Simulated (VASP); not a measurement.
Method: rev-vdW-DF2, VASP's PBE PAW potentials (set 64) (plane waves; VASP).

VASP input:

**INCAR**
```
LUSE_VDW  =  .TRUE.
PARAM1  =  0.1234568
EDIFF  =  1E-7   # SCF stop (eV)
ISMEAR  =  1
LASPH  =  .TRUE.   # aspherical one-centre terms
ENCUT  =  520
AGGAC  =  0.0
SYSTEM  =  NiSi2
GGA  =  MK
PARAM2  =  0.7114
LREAL  =  .FALSE.
ALGO  =  Normal   # blocked Davidson
ZAB_VDW  =  -1.8867
LCHARG  =  .FALSE.
LWAVE  =  .FALSE.
NELM  =  100   # most electronic steps
PREC  =  Accurate
ISIF  =  2   # forces and stress, cell fixed
LMAXMIX  =  4   # l cut-off of mixed one-centre charges
SIGMA  =  0.1
```

File KPOINTS:
```
Automatic mesh
0
Gamma
10 10 10
0 0 0
```

POSCAR:
```
NiSi2
1
    0.0000000000     2.6933237376     2.6933237376
    2.6933237376     0.0000000000     2.6933237376
    2.6933237376     2.6933237376     0.0000000000
Si Ni
2 1
Direct
  0.2500000000   0.2500000000   0.2500000000
  0.7500000000   0.7500000000   0.7500000000
  0.0000000000   0.0000000000   0.0000000000
```

POTCAR, in this order: Si Ni (PBE.64 set). Program: vasp_std.

The resulting files:

File OSZICAR:
```
       N       E                     dE             d eps       ncg     rms          rms(c)
DAV:   1     0.771281545419E+02    0.77128E+02   -0.81001E+03  1222   0.141E+03
DAV:   2    -0.106255762947E+02   -0.87754E+02   -0.82955E+02  1267   0.253E+02
DAV:   3    -0.147754336143E+02   -0.41499E+01   -0.40318E+01  1578   0.616E+01
DAV:   4    -0.148614746099E+02   -0.86041E-01   -0.85745E-01  1462   0.843E+00
DAV:   5    -0.148639052105E+02   -0.24306E-02   -0.24302E-02  1564   0.148E+00    0.159E+01
DAV:   6    -0.189962383594E+02   -0.41323E+01   -0.49224E+01  1340   0.175E+02    0.233E+01
DAV:   7    -0.130581069328E+02    0.59381E+01   -0.14659E+01  1470   0.111E+02    0.352E+00
DAV:   8    -0.130295266524E+02    0.28580E-01   -0.19749E+00  1783   0.231E+01    0.261E+00
DAV:   9    -0.129797815696E+02    0.49745E-01   -0.26247E-01  1498   0.111E+01    0.524E-01
DAV:  10    -0.129787752542E+02    0.10063E-02   -0.94312E-03  1694   0.183E+00    0.243E-01
DAV:  11    -0.129787890201E+02   -0.13766E-04   -0.62423E-04  1669   0.234E-01    0.493E-02
DAV:  12    -0.129788059143E+02   -0.16894E-04   -0.26184E-05  1569   0.793E-02    0.171E-02
DAV:  13    -0.129788024194E+02    0.34949E-05   -0.10035E-05  1627   0.801E-02    0.549E-03
DAV:  14    -0.129788024731E+02   -0.53622E-07   -0.13435E-06  1714   0.120E-02    0.314E-03
DAV:  15    -0.129788024439E+02    0.29131E-07   -0.17960E-07  1050   0.108E-02
   1 F= -.12978802E+02 E0= -.12978415E+02  d E =-.116192E-02
```

File OUTCAR:
```
------------------------ aborting loop because EDIFF is reached ----------------------------------------
  FORCE on cell =-STRESS in cart. coord.  units (eV):
  Direction    XX          YY          ZZ          XY          YZ          ZX
  --------------------------------------------------------------------------------------
  Total        0.9676136      0.9676136      0.9676136     -0.0000000     -0.0000000     -0.0000000
  in kB       39.6749929     39.6749929     39.6749929     -0.0000000     -0.0000000     -0.0000000
  external PRESSURE =      39.6749929 kB  Pullay stress =       0.0000000 kB
  volume of cell :       39.07
      direct lattice vectors                 reciprocal lattice vectors
     0.000000000  2.693323738  2.693323738    -0.185644226  0.185644226  0.185644226
     2.693323738  0.000000000  2.693323738     0.185644226 -0.185644226  0.185644226
     2.693323738  2.693323738  0.000000000     0.185644226  0.185644226 -0.185644226
 POSITION                                       TOTAL-FORCE (eV/Angst)
 -----------------------------------------------------------------------------------
      1.34666      1.34666      1.34666         0.000000      0.000000      0.000000
      4.03999      4.03999      4.03999        -0.000000     -0.000000     -0.000000
      0.00000      0.00000      0.00000         0.000000     -0.000000     -0.000000
 -----------------------------------------------------------------------------------
    total drift:                               -0.000000     -0.000000      0.000000
  FREE ENERGIE OF THE ION-ELECTRON SYSTEM (eV)
  ---------------------------------------------------
  free  energy   TOTEN  =       -12.9788024439 eV

  energy  without entropy=      -12.9776405272  energy(sigma->0) =      -12.97841514
```
(Selected blocks of OUTCAR.)

The compound is NiSi2 in the fluorite structure. This cell is one point of a volume scan, at 0.97 of the reference volume. The run is not spin-polarised, so no magnetic state was tried.
